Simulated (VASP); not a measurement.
VASP input:

**INCAR**
```
ALGO=Normal
EDIFF=1E-6
ENCUT=300
GGA=PE
ISIF=2
ISMEAR=-1
LASPH=.TRUE.
LCHARG=.FALSE.
LMAXMIX=6
LREAL=.FALSE.
LWAVE=.FALSE.
NBANDS=9
NELM=100
PREC=Accurate
SIGMA=0.1
SYSTEM=Re
```

### KPOINTS
```
Automatic mesh
0
Gamma
11 11 6
0.5 0.5 0.5
```

POSCAR:
```
Re
1
    2.7844210000     0.0000000000     0.0000000000
   -1.3922100000     2.4113790000     0.0000000000
    0.0000000000     0.0000000000     4.5044480000
Re
2
Direct
  0.3333330000   0.6666670000   0.2500000000
  0.6666670000   0.3333330000   0.7500000000
```

POTCAR, in this order: Re (PBE.64 set). Program: vasp_std.

Problem. Write an equivalent input for Ansatz.

Solution. One equivalent input (not run):
Ansatz 0.2 input:
```yaml
crystal:
  lattice:
    - [2.7844210, 0.0000000, 0.0000000]
    - [-1.3922100, 2.4113790, 0.0000000]
    - [0.0000000, 0.0000000, 4.5044480]
  atoms:
    - { symbol: Re, position: [0.3333330, 0.6666670, 0.2500000] }
    - { symbol: Re, position: [0.6666670, 0.3333330, 0.7500000] }
kpoints:
  mp_grid: { grid: [11, 11, 6], shift: [0.5, 0.5, 0.5] }
hamiltonian:
  xc: pbe
  pseudopotentials: { kind: paw }
scf:
  occupations: { method: fermi_dirac, width: 0.1 }
  max_iter: 100
output: { forces: true, stress: true, eigenvalues: true }
```
Limits of the translation: each code has its own PAW files, so the cut-off isn't converted (ENCUT is set for VASP's; basis.ecutwfc is left out, and Ansatz then takes the one that its files recommend); Ansatz stops its SCF on the density residual and VASP on the energy change (EDIFF); the number of bands isn't carried over, since the valence differs with the files.

The structure comes from a computed database's Re entry; how it stands against other phases isn't given here. The cell was not relaxed at this level. The run is one of a series of settings (NBANDS = 9 against the base run), some of them coarse on purpose.
